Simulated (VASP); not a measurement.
An input for Quantum ESPRESSO's pw.x (written as the equivalent of a VASP run, and not itself run):

```
&CONTROL
  calculation = 'vc-relax'
  pseudo_dir = './pseudo'
  outdir = './out'
  tprnfor = .true.
  tstress = .true.
  nstep = 60
  forc_conv_thr = 0.00039
/
&SYSTEM
  ibrav = 0
  nat = 1
  ntyp = 1
  ecutwfc = 62.5
  occupations = 'smearing'
  smearing = 'methfessel-paxton'
  degauss = 0.00735
  input_dft = 'pbe'
/
&ELECTRONS
  conv_thr = 7.3e-08
  electron_maxstep = 100
/
&IONS
/
&CELL
/
ATOMIC_SPECIES
  Pb 207.200 Pb.upf
CELL_PARAMETERS angstrom
     0.0000000    2.4750000    2.4750000
     2.4750000    0.0000000    2.4750000
     2.4750000    2.4750000    0.0000000
ATOMIC_POSITIONS crystal
  Pb   0.0000000  0.0000000  0.0000000
K_POINTS automatic
  11 11 11 0 0 0
```

Question: Write the VASP files for the same calculation (PBE).

Answer: Several could match; the one computed here: 
**KPOINTS**
```
Automatic mesh
0
Gamma
11 11 11
0 0 0
```

POSCAR:
```
Pb
1.0
  0.0000000000   2.4750000000   2.4750000000
  2.4750000000   0.0000000000   2.4750000000
  2.4750000000   2.4750000000   0.0000000000
Pb
1
Direct
  0.0000000000   0.0000000000   0.0000000000
```

INCAR:
```
SYSTEM=Pb
PREC=Accurate; ENCUT=400; LREAL=.False.
LASPH=.True.
EDIFF=1E-6; NELM=100; ALGO=Normal
LMAXMIX=4
ISMEAR=1; SIGMA=0.1
GGA=PE
IBRION=2; NSW=60; ISIF=3
EDIFFG=-0.01
LWAVE=.False.; LCHARG=.False.
```

POTCAR, in this order: Pb_d (PBE.64 set). Program: vasp_std.

The two are equivalent in intent, not identical: the potentials are each code's own (VASP's PAW set, PseudoDojo norm-conserving files in pw.x), so ENCUT and ecutwfc are chosen apart and not converted; conv_thr bounds pw.x's estimated SCF error, while EDIFF bounds the energy change between steps; forc_conv_thr acts on force components and is met together with etot_conv_thr.

The compound is Pb in the fcc structure. This run relaxes it. Symmetry was kept, so distortions that lower it aren't found.
